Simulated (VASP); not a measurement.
Given:

```yaml
crystal:
  lattice:
    - [4.03183, 0.00000, 0.00000]
    - [0.00000, 4.03183, 0.00000]
    - [0.00000, 0.00000, 4.03183]
  atoms:
    - { symbol: Cs, position: [0.00000, 0.00000, 0.00000] }
    - { symbol: Cl, position: [0.50000, 0.50000, 0.50000] }
```

The numbers are results of PBEsol GGA, VASP's PBE PAW potentials (set 64) (plane waves; VASP 6.6.1), not measurements. Run with 520 eV cut-off, 7×7×7 Γ-centred mesh, Gaussian smearing of 0.050 eV, potentials Cs_sv Cl.

Unless said otherwise, spin-orbit coupling is left out, though it shifts the bands of the heavy elements here.

What does the run give for the energy per atom (σ→0), band gap (on the k-mesh) with the smallest direct gap where there is one?

```yaml
band gap (on the k-mesh): 5.17 eV
smallest direct gap (on the k-mesh): 5.17 eV
energy per atom (σ→0): -330.0 kJ/mol of atoms
```

Only differences to runs with the same potentials and settings are physical.

The compound is CsCl in the CsCl type structure. This cell is one point of a volume scan, at 0.97 of the reference volume.
